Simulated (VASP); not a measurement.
The system is MgS.

```
Mg S
1.0
     0.00000    2.83000    2.83000
     2.83000    0.00000    2.83000
     2.83000    2.83000    0.00000
Mg S
1 1
Direct
  0.00000 0.00000 0.00000
  0.25000 0.25000 0.25000
```

The cell was built by a generator and needn't be a form met in nature.

* Program: VASP 6.6.1
* Task: relaxation of cell and atoms
* Functional: LDA
* Potentials or basis: VASP PAW LDA potentials, release 64 (Mg, S)
* Cutoff: 600 eV
* k mesh: 8 × 8 × 8
* Occupations: gaussian, width 0.02 eV
* Spin: no spin polarisation

At the start: pressure -2.3 GPa; volume 22.67 Å³/atom.

Task: How do energy, volume and symmetry change on relaxing?

Result: Over 3 steps the energy falls by 6.7 meV/atom and the volume is 21.77 Å³/atom (-3.9 %); space group F-43m (No. 216, to 0.05 Å).

Step by step:
| step | energy change (eV) | largest force (eV/Å) | pressure (GPa) | volume (Å³) |
| --- | --- | --- | --- | --- |
| 1 | 0.0000 | 0.0000 | -2.33 | 45.33 |
| 2 | -0.0129 | 0.0000 | 0.50 | 43.20 |
| 3 | -0.0135 | 0.0000 | 0.00 | 43.54 |

Final structure:
```
Mg S
1.0
     0.00000    2.79224    2.79224
     2.79224    0.00000    2.79224
     2.79224    2.79224    0.00000
Mg S
1 1
Cartesian
  0.0000 0.0000 0.0000
  1.3961 1.3961 1.3961
```
